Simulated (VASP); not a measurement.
Input:

```yaml
crystal:
  lattice:
    - [0.00000, 1.98373, 1.98373]
    - [1.98373, 0.00000, 1.98373]
    - [1.98373, 1.98373, 0.00000]
  atoms:
    - { symbol: Li, position: [0.00000, 0.00000, 0.00000] }
    - { symbol: F, position: [0.50000, 0.50000, 0.50000] }
```

The numbers are results of SCAN meta-GGA, VASP's PBE PAW potentials (set 64) (plane waves; VASP), not measurements. Numerical set-up: 520 eV cut-off, 13×13×13 Γ-centred mesh, tetrahedra with Blöchl corrections, potentials Li_sv F.

### Question
Estimate the energy per atom (σ→0), band gap (over mesh and band path) with the smallest direct gap where there is one.

### Answer

```yaml
band gap (over mesh and band path): 10.64 eV
smallest direct gap (over mesh and band path): 10.64 eV
energy per atom (σ→0): -6.159 eV/atom
```

The compound is LiF in the rock salt structure. It was relaxed first.
